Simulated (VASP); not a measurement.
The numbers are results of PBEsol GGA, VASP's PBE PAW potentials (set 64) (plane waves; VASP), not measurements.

A VASP calculation is set up with these files.

INCAR:
```
SYSTEM = YSi2
PREC = Accurate
ENCUT = 400
EDIFF = 1E-7
NELM = 100
ALGO = Normal
LREAL = .FALSE.
LASPH = .TRUE.
ISMEAR = -5
GGA = PS
LMAXMIX = 4
LWAVE = .FALSE.
LCHARG = .TRUE.
LORBIT = 11
NEDOS = 601
ISIF = 2
LEFG = .TRUE.
```

### KPOINTS
```
K-points
0
Gamma
8 8 5
```

File POSCAR:
```
YSi2
1
    5.2958139095    -0.0000000125     0.0000000000
   -2.6479074767     4.5863093409     0.0000000000
    0.0000000000     0.0000000000     7.2060602962
Y Si
3 6
Direct
  0.5000000000   0.0000000000   1.0000000000
  0.5000000000   0.5000000000   0.3333330000
  1.0000000000   0.5000000000   0.6666670000
  0.1346384907   0.2692769815   1.0000000000
  0.8653615093   0.1346384908   0.3333330000
  0.7307230186   0.8653615093   0.6666670000
  0.8653615093   0.7307230185   1.0000000000
  0.1346384907   0.8653615092   0.3333330000
  0.2692769814   0.1346384907   0.6666670000
```

POTCAR, in this order: Y_sv Si (PBE.64 set). Program: vasp_std.

The run wrote:

**OSZICAR**
```
       N       E                     dE             d eps       ncg     rms          rms(c)
DAV:   1     0.229359856154E+03    0.22936E+03   -0.22652E+04  2040   0.126E+03
DAV:   2    -0.365553183028E+02   -0.26592E+03   -0.26125E+03  2350   0.299E+02
DAV:   3    -0.587395085154E+02   -0.22184E+02   -0.21908E+02  3200   0.575E+01
DAV:   4    -0.602572091196E+02   -0.15177E+01   -0.15123E+01  2876   0.148E+01
DAV:   5    -0.603050422780E+02   -0.47833E-01   -0.47808E-01  2878   0.267E+00    0.558E+01
DAV:   6    -0.583622716784E+02    0.19428E+01   -0.57220E+00  2320   0.850E+00    0.380E+01
DAV:   7    -0.584146530708E+02   -0.52381E-01   -0.44017E+00  3124   0.747E+00    0.536E+00
DAV:   8    -0.582691087599E+02    0.14554E+00   -0.26904E+00  2210   0.542E+00    0.176E+00
DAV:   9    -0.582497010707E+02    0.19408E-01   -0.34061E-01  2266   0.209E+00    0.705E-01
DAV:  10    -0.582471318544E+02    0.25692E-02   -0.17236E-02  2876   0.624E-01    0.483E-01
DAV:  11    -0.582467858559E+02    0.34600E-03   -0.62872E-03  2714   0.289E-01    0.317E-01
DAV:  12    -0.582467633017E+02    0.22554E-04   -0.74317E-04  2344   0.128E-01    0.345E-02
DAV:  13    -0.582467655950E+02   -0.22933E-05   -0.35335E-05  2820   0.287E-02    0.171E-02
DAV:  14    -0.582467650928E+02    0.50216E-06   -0.49820E-06  2474   0.844E-03    0.232E-02
DAV:  15    -0.582467637497E+02    0.13432E-05   -0.64617E-07  2066   0.422E-03    0.127E-02
DAV:  16    -0.582467643204E+02   -0.57075E-06   -0.39167E-07  1746   0.288E-03    0.243E-03
DAV:  17    -0.582467641415E+02    0.17893E-06   -0.42764E-08  1164   0.128E-03    0.416E-04
DAV:  18    -0.582467640583E+02    0.83150E-07   -0.15526E-08  1154   0.601E-04
   1 F= -.58246764E+02 E0= -.58246764E+02  d E =0.000000E+00
```

**OUTCAR**
```
------------------------ aborting loop because EDIFF is reached ----------------------------------------
  FORCE on cell =-STRESS in cart. coord.  units (eV):
  Direction    XX          YY          ZZ          XY          YZ          ZX
  --------------------------------------------------------------------------------------
  Total       -0.1347247     -0.1347247      0.5258927      0.0000000      0.0000000      0.0000000
  in kB       -1.2332859     -1.2332859      4.8140854      0.0000001      0.0000000      0.0000000
  external PRESSURE =       0.7825045 kB  Pullay stress =       0.0000000 kB
  volume of cell :      175.02
      direct lattice vectors                 reciprocal lattice vectors
     5.295813909 -0.000000012  0.000000000     0.188828388  0.109020143  0.000000000
    -2.647907477  4.586309341  0.000000000     0.000000001  0.218040243  0.000000000
     0.000000000  0.000000000  7.206060296     0.000000000  0.000000000  0.138772083
 POSITION                                       TOTAL-FORCE (eV/Angst)
 -----------------------------------------------------------------------------------
      2.64791     -0.00000      0.00000         0.000000      0.000000      0.000000
      1.32395      2.29315      2.40202         0.000000      0.000000     -0.000000
     -1.32395      2.29315      4.80404         0.000000      0.000000      0.000000
     -0.00000      1.23499      0.00000        -0.000000      0.001960      0.000000
      4.22628      0.61749      2.40202        -0.001697      0.000980      0.000000
      1.57838      3.96882      4.80404        -0.001697     -0.000980      0.000000
      2.64791      3.35132      0.00000         0.000000     -0.001960      0.000000
     -1.57838      3.96882      2.40202         0.001697     -0.000980      0.000000
      1.06953      0.61749      4.80404         0.001697      0.000980      0.000000
 -----------------------------------------------------------------------------------
    total drift:                                0.000000     -0.000000      0.002617
  FREE ENERGIE OF THE ION-ELECTRON SYSTEM (eV)
  ---------------------------------------------------
  free  energy   TOTEN  =       -58.2467640583 eV

  energy  without entropy=      -58.2467640583  energy(sigma->0) =      -58.24676406

 total charge

# of ion       s       p       d       f       tot
--------------------------------------------------
    1        2.201   6.416   1.171   0.036   9.824
    2        2.201   6.416   1.171   0.036   9.824
    3        2.201   6.416   1.171   0.036   9.824
    4        0.798   0.815   0.000   0.000   1.613
    5        0.798   0.815   0.000   0.000   1.613
    6        0.798   0.815   0.000   0.000   1.613
    7        0.798   0.815   0.000   0.000   1.613
    8        0.798   0.815   0.000   0.000   1.613
    9        0.798   0.815   0.000   0.000   1.613
--------------------------------------------------
tot         11.391  24.134   3.513   0.108  39.147
```
(Selected blocks of OUTCAR.)

For a metal the tetrahedron method with Blöchl corrections gives inexact stress and forces.

The structure was generated: YSi2 was put into the CrSi2 type (P6_222), which need not be its known phase. It was relaxed first. The electron count is odd and the run is not spin-polarised, which forces a metal.
